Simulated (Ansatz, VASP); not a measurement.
## Cross-check of SnSe2 between VASP and Ansatz

Aim: how closely do two programs agree when they are given the same cell, functional and k mesh? The structure shown is the start of the Ansatz relaxation below; VASP solves that cell, so the two are compared at the walk's first step.

Program: Ansatz 0.2.0. Level of theory: plane waves, with VASP 6.6.1 beside it; single point at LDA. Results are calculated unless marked as measured.

## Step 1: Set-up

The cell holds 3 atoms: 1 Sn and 2 Se. Cell: a = 3.447 Å, b = 3.447 Å, c = 33.900 Å, α = 90.0°, β = 90.0°, γ = 120.0°. Vacuum lies along c.

## Step 2: Ansatz: relaxation, LDA

Ansatz runs on its PAW soft_1 files.

The two programs are compared at the cell with which this relaxation starts, whose forces are those of its first step.

Input file input.yaml:

```yaml
crystal:
  lattice:
    - [3.44739341, 0.0, 0.0]
    - [-1.723696705, 2.9855302699, 0.0]
    - [0.0, 0.0, 33.9]
  atoms:
    - { symbol: Sn, position: [0.3333333333, 0.6666666667, 0.5] }
    - { symbol: Se, position: [0.6666666667, 0.3333333333, 0.5496454118] }
    - { symbol: Se, position: [0.6666666667, 0.3333333333, 0.4503545882] }
  periodic: [true, true, false]
kpoints:
  mp_grid: { grid: [9, 9, 1] }
hamiltonian:
  xc: lda
  pseudopotentials: { kind: paw, azcp: { folder: soft_1 }, xc_functional: pbe }
scf:
  occupations: { method: fermi_dirac, width: 0.02 }
relax:
  f_tol: 0.01
  max_steps: 100
  cell: {}
```

Launch:

```sh
$ ansatz run input.yaml --threads 4 --pin off --max-ram 17510MiB --backend cpu --events-out ev --progress --plain --runs-dir out
```

Numbers of over 12 decimals in the logs are rounded to 6 here.

What it wrote:

```text
Engine: ansatz 0.2.0, x86_64-unknown-linux-gnu
Pseudopotentials: kind: paw
Pseudopotential: Sn, paw, valence charge 14, recommended cutoff 420 eV (normal), soft_1/Sn.paw.azcp
Pseudopotential: Se, paw, valence charge 16, recommended cutoff 420 eV (normal), soft_1/Se.paw.azcp
Functional definition: SPW92
  exchange = slater_x
  correlation = pw_c
Crystal: 3 atoms, lattice volume = 348.909 Å³
Basis set: ecut = 420 eV, 6785 PW (Γ)
Bands: 28, of which v1, the nominal top of the filled ones, is band 23 counted from 1 (22 counted from 0)
Symmetry: 12 space group operations
Space group: P-6m2 (ITA 187), of the structure as read, at distance tolerance 7.0e-5 Å
k-points: 12 of 81 (time reversal used)
Non-local potential: Sn, projectors of the file, l = 0: 2, l = 1: 2, l = 2: 2, l = 3: 1
Non-local potential: Se, projectors of the file, l = 0: 2, l = 1: 2, l = 2: 3, l = 3: 1
PAW form: soft (Blöchl's): semilocal exchange-correlation on the pseudo side does not see the compensation charge
PAW frozen core: Sn, regenerated for the run's functional, and the local potential with it (the file was generated under x = pbe(κ = 0.804, μ = 0.219515), c = pbe(β = 0.066725))
PAW frozen core: Se, regenerated for the run's functional, and the local potential with it (the file was generated under x = pbe(κ = 0.804, μ = 0.219515), c = pbe(β = 0.066725))
PAW one-centre angular grid: Sn, 590 points (default); XC on 64 Gauss nodes
PAW one-centre angular grid: Se, 590 points (default); XC on 64 Gauss nodes
Initial density: superposition of atomic densities (neutral atoms: chi_scale 0, normalization atom)
Initial wavefunctions: pseudopotential atomic-orbital guess
Functional: x = slater, c = lda
iter 1 solved again at ethr=2.67e-3 eV; its pass at ethr=3.10e-3 eV (dr2=1.23e0 eV) is discarded
SCF iter   1: F=—  HF=-16646.097940 eV  |F-HF|=—  |Δ(HF+E_count)|=         —  Δρ=1.55e-2  dr2=1.23e0  ethr=2.67e-3  ⟨swp⟩=1.0  Hψ=2969  notcnv=0
preconditioner: auto → LDOS  [insulator: Δε(μ)=0.066 eV  Ē_g=16.150 eV  σ=0.020 eV  W_gap=0.64  n_scr=20 (ndim 8)  ℏωp=10.1 eV  f_vac=0.783  D(μ)=1.11/eV (n_scr^D=8)  ε∞_Penn≈1.4  β→1.0]
SCF iter   2: F=—  HF=-16645.776025 eV  |F-HF|=—  |Δ(HF+E_count)|=   3.22e-1  Δρ=6.86e-3  dr2=2.23e-1  ethr=2.67e-3  ⟨swp⟩=4.7  Hψ=861  notcnv=0  defer=3
SCF iter   3: F=—  HF=-16645.681169 eV  |F-HF|=—  |Δ(HF+E_count)|=   9.49e-2  Δρ=1.24e-3  dr2=7.67e-3  ethr=4.85e-4  ⟨swp⟩=4.6  Hψ=912  notcnv=0  defer=9
SCF iter   4: F=—  HF=-16645.677409 eV  |F-HF|=—  |Δ(HF+E_count)|=   3.76e-3  Δρ=2.25e-4  dr2=1.34e-4  ethr=1.67e-5  ⟨swp⟩=4.1  Hψ=882  notcnv=0  defer=9
SCF iter   5: F=—  HF=-16645.677434 eV  |F-HF|=—  |Δ(HF+E_count)|=   2.46e-5  Δρ=5.00e-5  dr2=3.02e-5  ethr=2.92e-7  ⟨swp⟩=3.8  Hψ=747  notcnv=0  defer=9
SCF iter   6: F=—  HF=-16645.677415 eV  |F-HF|=—  |Δ(HF+E_count)|=   1.88e-5  Δρ=1.78e-5  dr2=1.53e-6  ethr=6.56e-8  ⟨swp⟩=2.9  Hψ=549  notcnv=0  defer=9
SCF iter   7: F=—  HF=-16645.677416 eV  |F-HF|=—  |Δ(HF+E_count)|=   7.31e-7  Δρ=4.64e-6  dr2=2.30e-7  ethr=3.33e-9  ⟨swp⟩=3.6  Hψ=623  notcnv=0  defer=9
SCF iter   8: F=-16645.677416 eV  HF=-16645.677416 eV  |F-HF|=5.11e-9  |Δ(HF+E_count)|=   3.87e-8  Δρ=1.18e-6  dr2=8.70e-9  ethr=2.17e-10  ⟨swp⟩=7.1  Hψ=1412  notcnv=0
SCF 1 converged in 8 iterations: F = -16645.677416 eV  dr2 = 8.70e-9
  greatest PAW one-centre occupation: 1.000 electrons in one spin orbital (limit 2), on the Se atom at site 2 (counted from 0), in its partial waves of l = 2
relax step   1: F+E_penalty+E_count = -16645.67741590 eV  Δ(F+E_penalty+E_count) = +0.000e0 eV  max|allowed force component| = 1.310e0 eV/Å  Δτ_max = 0.0000 Å  P = +9.739 N/m  Ω = 348.909 Å³  fix = [c, alpha, beta]  reactions: c +0.000 N/m  (8 SCF iters, dr2 threshold 1.00e-7 eV, accepted)
[...]
relax step   2: F+E_penalty+E_count = -16645.97616156 eV  Δ(F+E_penalty+E_count) = -2.987e-1 eV  max|allowed force component| = 8.861e-1 eV/Å  Δτ_max = 0.1516 Å  P = +0.414 N/m  Ω = 383.210 Å³  energy of the carried Pulay correction = -8.722e-4 eV  fix = [c, alpha, beta]  reactions: c +0.000 N/m  (6 SCF iters, dr2 threshold 3.00e-7 eV, accepted)
[...]
relax step   3: F+E_penalty+E_count = -16646.10716761 eV  Δ(F+E_penalty+E_count) = -1.310e-1 eV  max|allowed force component| = 1.633e-1 eV/Å  Δτ_max = 0.1528 Å  P = -0.934 N/m  Ω = 409.913 Å³  energy of the carried Pulay correction = -1.497e-3 eV  fix = [c, alpha, beta]  reactions: c -0.000 N/m  (6 SCF iters, dr2 threshold 3.00e-7 eV, accepted)
[...]
relax step   4: F+E_penalty+E_count = -16646.11670586 eV  Δ(F+E_penalty+E_count) = -9.538e-3 eV  max|allowed force component| = 1.247e-1 eV/Å  Δτ_max = 0.0341 Å  P = -0.024 N/m  Ω = 399.824 Å³  energy of the carried Pulay correction = -1.266e-3 eV  fix = [c, alpha, beta]  reactions: c -0.000 N/m  (5 SCF iters, dr2 threshold 3.00e-7 eV, accepted)
[...]
relax step   5: F+E_penalty+E_count = -16646.11838984 eV  Δ(F+E_penalty+E_count) = -1.684e-3 eV  max|allowed force component| = 9.680e-3 eV/Å  Δτ_max = 0.0123 Å  P = +0.018 N/m  Ω = 400.694 Å³  energy of the carried Pulay correction = -1.286e-3 eV  fix = [c, alpha, beta]  reactions: c +0.000 N/m  (4 SCF iters, dr2 threshold 3.00e-7 eV, accepted)
[...]
relax step   6: F+E_penalty+E_count = -16646.11974579 eV  Δ(F+E_penalty+E_count) = -1.356e-3 eV  max|allowed force component| = 9.732e-3 eV/Å  Δτ_max = 0.0000 Å  P = +0.024 N/m  Ω = 400.694 Å³  fix = [c, alpha, beta]  reactions: c +0.000 N/m  stress off target by 2.37e-2 N/m on what of the cell is left free  SCF on the basis re-selected at this cell (its energy is not comparable with the rows above)  (7 SCF iters)
basis re-selected at this cell: Δ(F+E_penalty+E_count) = -1.356e-3 eV, ΔP = +0.005 N/m vs the last step (what re-selecting the basis moved, of the pressure what is left beyond the Pulay correction that the steps carried, after the strain that the cell walked since its last selection, with what the two solves' SCF thresholds leave and, on support functions, any second-order correction that the steps lacked; it is no measure of the basis error at this ecutwfc). The dense FFT grid was sized anew with the basis: this SCF ran on 25×25×240 points, the steps before it on 24×24×240, so part of this shift can come from that change (see relax.cell in the input reference). [rest of the remark cut]
SCF converged after 7 iterations
Free energy (F): -16646.119746 eV
Harris-Foulkes:  -16646.119746 eV  (|F-HF|=7.28e-11)
Internal energy: -16646.116873 eV  (E = F + TS)
E sigma→0 (E₀):  -16646.118309 eV
Entropy (-TS):   -0.002873 eV (-0.958 meV/atom)
Fermi energy:    -5.763784 eV
--- Per-component energies (eV) ---
  E_band       = -1517.639826
  E_kinetic    = 392.662617
  E_local      = -115658.105094  (includes V_loc(G=0)·N_el)
  E_nonlocal   = -551.000109
  E_hartree    = 57638.617211
  E_xc         = -293.808050
  E_vxc        = -261.440574  (∫ρ·V_xc dr)
  E_paw        = -8318.760193  (= ΣΔE_a)
  E_vpaw       = -716.990607  (= ΣTr[D̂ρ^β])
  E_aug_tail   = -0.000466  (compensation charges beyond the density's cutoff)
  E_ewald      = 50139.417601
  E_core_change = 4.859611  (= ΣΔE_core)
  E_smearing   = -0.002873  (= −TS)
  E_closure    = -0.000000  (closes the sum)
  Σ components = -16646.119746   (vs F -16646.119746, Δ=0.00e0)
--- Forces (eV/Å), atoms counted from 1 ---
  atom   1  Sn    -0.00000000    -0.00000000     0.00000000
  atom   2  Se    -0.00000000    -0.00000000    -0.00973171
  atom   3  Se    -0.00000000    -0.00000000     0.00973171
  max |Σ_I F_I| component: 2.46e-17 eV/Å
--- 2D stress c σ (N/m, compression-positive) ---
        0.023688      -0.000000       0.000000
        0.000000       0.023688       0.000000
        0.000000       0.000000       0.000000
  P = ½ c Tr σ = 0.0237 N/m
--- Relaxed structure (5 steps of the walk, 5 accepted, 1 SCFs on fresh bases) ---
  F+E_penalty+E_count = -16646.11974579 eV   max|allowed force component| = 9.732e-3 eV/Å   (the final SCF, on the basis selected at the relaxed cell)
  cell:  # Å, volume = 400.6940 Å³
    - [3.694377, 0, 0.0]
    - [-1.847189, 3.199425, 0.0]
    - [0.0, 0.0, 33.9]
  atoms:
    - { symbol: Sn, position: [0.333333, 0.666667, 0.5] }
    - { symbol: Se, position: [0.666667, 0.333333, 0.550256] }
    - { symbol: Se, position: [0.666667, 0.333333, 0.449744] }
```

## Step 3: VASP: single point, LDA, start cell

The same cell, functional (in two slightly different forms), mesh and smearing now go to VASP, with its own data sets.

Lines of VASP's logs that name or quote its potential files are left out, and so is its time.

Input file INCAR:

```
SYSTEM = SnSe2
PREC = Accurate
ENCUT = 400
EDIFF = 1E-06
NELM = 120
ISMEAR = -1
SIGMA = 0.02
LREAL = .FALSE.
ALGO = Normal
GGA = CA
NBANDS = 19
LORBIT = 11
LWAVE = .FALSE.
LCHARG = .FALSE.
ISIF = 2
LDIPOL = .TRUE.
IDIPOL = 3
DIPOL = 0.5 0.5 0.5
LVHAR = .TRUE.
LASPH = .TRUE.
GGA_COMPAT = .FALSE.
NELMDL = -8
```

Input file POSCAR:

```
SnSe2
1.0
    3.4473930000      0.0000000000      0.0000000000
   -1.7236970000      2.9855300000      0.0000000000
    0.0000000000      0.0000000000     33.9000000000
Sn Se
1 2
Direct
    0.3333335417      0.6666668900      0.5000000000
    0.6666669159      0.3333334450      0.5496453982
    0.6666669159      0.3333334450      0.4503546018
```

Input file KPOINTS:

```
Automatic mesh
0
Gamma
9 9 1
0 0 0
```

The projector-augmented-wave data sets are Sn_d and Se (LDA family, release 64).

Launch:

```sh
$ mpirun -np 1 vasp_std
```

What it wrote:

```text
[banner, memory and clock lines left out]
running    1 mpi-ranks, on    1 nodes
 distrk:  each k-point on    1 cores,    1 groups
 distr:  one band on    1 cores,    1 groups

 POSCAR found type information on POSCAR SnSe
 POSCAR found :  2 types and       3 ions
 LDA part: xc-table for (Slater(with rela. corr.)+CA(PZ))
 , standard interpolation
 POSCAR, INCAR and KPOINTS ok, starting setup
 FFT: planning ... GRIDC
 FFT: planning ... GRID_SOFT
 FFT: planning ... GRID
 WAVECAR not read
 entering main loop
       N       E                     dE             d eps       ncg     rms          rms(c)
DAV:   1     0.172732502999E+03    0.17273E+03   -0.95572E+03   552   0.855E+02
DAV:   2     0.710228799758E+01   -0.16563E+03   -0.15996E+03   623   0.214E+02
DAV:   3    -0.121524577047E+02   -0.19255E+02   -0.18848E+02   580   0.871E+01
DAV:   4    -0.127473176748E+02   -0.59486E+00   -0.59372E+00   666   0.178E+01
DAV:   5    -0.127577041350E+02   -0.10386E-01   -0.10386E-01   660   0.228E+00
DAV:   6    -0.127580195147E+02   -0.31538E-03   -0.31538E-03   676   0.324E-01
DAV:   7    -0.127580227475E+02   -0.32327E-05   -0.32322E-05   673   0.324E-02
DAV:   8    -0.127580228529E+02   -0.10547E-06   -0.10547E-06   562   0.530E-03    0.644E+00
DAV:   9    -0.124042021753E+02    0.35382E+00   -0.61862E-01   685   0.896E+00    0.401E+00
DAV:  10    -0.123503663602E+02    0.53836E-01   -0.24487E-01   538   0.281E+00    0.468E-01
DAV:  11    -0.123480811732E+02    0.22852E-02   -0.21110E-02   555   0.122E+00    0.296E-01
DAV:  12    -0.123476719913E+02    0.40918E-03   -0.17688E-03   596   0.266E-01    0.112E-01
DAV:  13    -0.123477417888E+02   -0.69797E-04   -0.35015E-04   619   0.128E-01    0.447E-02
DAV:  14    -0.123478515153E+02   -0.10973E-03   -0.59132E-05   614   0.501E-02    0.137E-02
DAV:  15    -0.123479054366E+02   -0.53921E-04   -0.74232E-06   586   0.159E-02    0.118E-02
DAV:  16    -0.123480593158E+02   -0.15388E-03   -0.30232E-05   503   0.184E-02    0.704E-03
DAV:  17    -0.123481247692E+02   -0.65453E-04   -0.50060E-06   540   0.108E-02    0.415E-03
DAV:  18    -0.123481931167E+02   -0.68348E-04   -0.66156E-06   504   0.737E-03    0.335E-03
DAV:  19    -0.123481971559E+02   -0.40392E-05   -0.11194E-07   541   0.413E-03    0.163E-03
DAV:  20    -0.123482204616E+02   -0.23306E-04   -0.72322E-07   466   0.400E-03    0.151E-03
DAV:  21    -0.123482237647E+02   -0.33030E-05   -0.94704E-08   527   0.203E-03    0.112E-03
DAV:  22    -0.123482262797E+02   -0.25151E-05   -0.50043E-08   475   0.801E-04    0.443E-04
DAV:  23    -0.123482273540E+02   -0.10742E-05   -0.13157E-08   462   0.557E-04    0.161E-04
DAV:  24    -0.123482281172E+02   -0.76320E-06   -0.10944E-08   394   0.337E-04
   1 F= -.12348228E+02 E0= -.12347096E+02  d E =-.226422E-02
```

From OUTCAR (step 3):

```text
ion  position               nearest neighbor table
   1  0.333  0.667  0.500-   2 2.61   3 2.61   2 2.61   3 2.61   2 2.61   3 2.61
   2  0.667  0.333  0.550-   1 2.61   1 2.61   1 2.61
   3  0.667  0.333  0.450-   1 2.61   1 2.61   1 2.61

  LATTYP: Found a hexagonal cell.
 ALAT       =     3.4473930000
 C/A-ratio  =     9.8335176755

 Subroutine GETGRP returns: Found 12 space group operations
 (whereof 12 operations were pure point group operations)

The static configuration has the point symmetry D_3h.

 Found     12 irreducible k-points:

   k-points           NKPTS =     12   k-points in BZ     NKDIM =     12   number of bands    NBANDS=     19

   dimension x,y,z NGX =    24 NGY =   24 NGZ =  224
   dimension x,y,z NGXF=    48 NGYF=   48 NGZF=  448

   ENCUT  =  400.0 eV  29.40 Ry    5.42 a.u.   5.62  5.62 55.28*2*pi/ulx,y,z

   NELECT =      26.0000    total number of electrons

 k-points in reciprocal lattice and weights: Automatic mesh
   0.00000000  0.00000000  0.00000000       0.012
   0.11111111  0.00000000  0.00000000       0.074
   0.22222222  0.00000000  0.00000000       0.074
   0.33333333  0.00000000  0.00000000       0.074
   0.44444444  0.00000000  0.00000000       0.074
   0.11111111  0.11111111  0.00000000       0.074
   0.22222222  0.11111111  0.00000000       0.148
   0.33333333  0.11111111  0.00000000       0.148
   0.44444444  0.11111111  0.00000000       0.074
   0.22222222  0.22222222  0.00000000       0.074
   0.33333333  0.22222222  0.00000000       0.148
   0.33333333  0.33333333  0.00000000       0.025

 dipolmoment           0.000000      0.000000      0.000000 electrons x Angstroem

 average (electrostatic) potential at core
       1-110.3285       2 -67.4652       3 -67.4652

 E-fermi :  -3.1004

 k-point     1 :       0.0000    0.0000    0.0000
  band No.  band energies     occupation
    ...
      7     -17.0726      2.00000
      8     -10.6290      2.00000
      9      -6.0693      2.00000
     10      -3.7083      2.00000
     11      -3.7083      2.00000
     12      -2.8806      0.00003
     13      -2.8806      0.00003
     14      -1.9840      0.00000
     15       1.2656      0.00000
     16       1.5903      0.00000
    ...

 k-point     2 :       0.1111    0.0000    0.0000
  band No.  band energies     occupation
    ...
      8     -10.5434      2.00000
      9      -5.9475      2.00000
     10      -5.0944      2.00000
     11      -4.0628      2.00000
     12      -3.8767      2.00000
     13      -3.0333      0.06742
     14      -1.2514      0.00000
     15       0.9318      0.00000
     16       1.8050      0.00000
     17       1.8603      0.00000
    ...

 k-point     3 :       0.2222    0.0000    0.0000
  band No.  band energies     occupation
    ...
      9      -7.0156      2.00000
     10      -6.0875      2.00000
     11      -5.1201      2.00000
     12      -4.7790      2.00000
     13      -3.3813      2.00000
     14      -1.2867      0.00000
     15      -0.0206      0.00000
     16       2.0828      0.00000
     17       2.3092      0.00000
     18       2.4875      0.00000
    ...

  Total        6.3883564      6.3883567      4.5779599     -0.0000011     -0.0000000     -0.0000000
  in kB       29.3351143     29.3351159     21.0218354     -0.0000049     -0.0000000     -0.0000000
  external PRESSURE =      26.5640219 kB  Pullay stress =       0.0000000 kB

  energy-cutoff  :      400.00
  volume of cell :      348.91
      direct lattice vectors                 reciprocal lattice vectors
     3.447393000  0.000000000  0.000000000     0.290074268  0.167474500  0.000000000
    -1.723697000  2.985530000  0.000000000     0.000000000  0.334948904  0.000000000
     0.000000000  0.000000000 33.900000000     0.000000000  0.000000000  0.029498525

 POSITION                                       TOTAL-FORCE (eV/Angst)
 -----------------------------------------------------------------------------------
      0.00000      1.99035     16.95000        -0.000000     -0.000000      0.000000
      1.72370      0.99518     18.63298         0.000000      0.000000      1.368135
      1.72370      0.99518     15.26702        -0.000000      0.000000     -1.368135
 -----------------------------------------------------------------------------------
    total drift:                               -0.000629     -0.000541      0.000000

  FREE ENERGIE OF THE ION-ELECTRON SYSTEM (eV)
  ---------------------------------------------------
  free  energy   TOTEN  =       -12.3482281172 eV

  energy  without entropy=      -12.3459638972  energy(sigma->0) =      -12.34709601

 vacuum level on the upper side and lower side of the slab         2.250         2.250

 total charge
# of ion       s       p       d       tot
------------------------------------------
    1        1.107   1.185  10.158  12.450
    2        1.497   2.350   0.044   3.890
    3        1.497   2.350   0.044   3.890
--------------------------------------------------
tot          4.100   5.885  10.245  20.230

[... 3 further parts left out ...]
```

## Step 4: Side by side

Known differences besides the potentials themselves: the two LDA forms differ slightly; Ansatz cuts the interaction across the vacuum, VASP repeats the sheet with a dipole correction; the data sets hold 46 valence electrons in Ansatz (on its PAW soft_1 files) and 26 in VASP; the cutoff is 420 eV in Ansatz and 400 eV in VASP; VASP's log shows a relativistic correction to its local exchange, Ansatz's none. Total energies have different zeros and are not compared.

Forces (eV/Å; atoms numbered as in POSCAR):

```tsv
atom	Ansatz x, y, z	VASP x, y, z
Sn1	0.000, 0.000, 0.000	0.000, 0.000, 0.000
Se2	0.000, 0.000, 1.310	0.000, 0.000, 1.368
Se3	0.000, 0.000, -1.310	0.000, 0.000, -1.368
```

The forces differ by 27 meV/Å r.m.s., which is 4.2 % of the r.m.s. force of 0.645 eV/Å (both taken over all components). With vacuum in the cell, a pressure given here is an average over mostly empty space and none of the material.

## Step 5: Summary of results

| Quantity | Value |
| --- | --- |
| r.m.s. force difference (single point, LDA, start cell) | 4.2 % of the r.m.s. force |

**Reading.** The r.m.s. force difference is 4.2 % of the r.m.s. force (single point, LDA, start cell), beyond the 3 % picked in this series as the mark of a large difference. The data sets hold unlike numbers of valence electrons (46 in Ansatz and 26 in VASP), so part of the differences comes from the potentials. What causes the difference of the single point, LDA, start cell pair stays open here. 1 further run of this series is not shown here. Such differences can come from data sets, numerical settings and the points named under the comparisons, not from the functional's error against experiment.

[Lines on the potential files, build, host, timing and source positions are cut from VASP's logs without a mark.]

[Logs are printed without paths, hosts, clocks, repeated set-up lines and the standing remarks that a program may print on its own settings, such as how far it seeks lower states.]

[Hosts, paths, dates, database ids (printed as entryN), source tags and the programs' standing remarks are cut or masked in the printed files.]
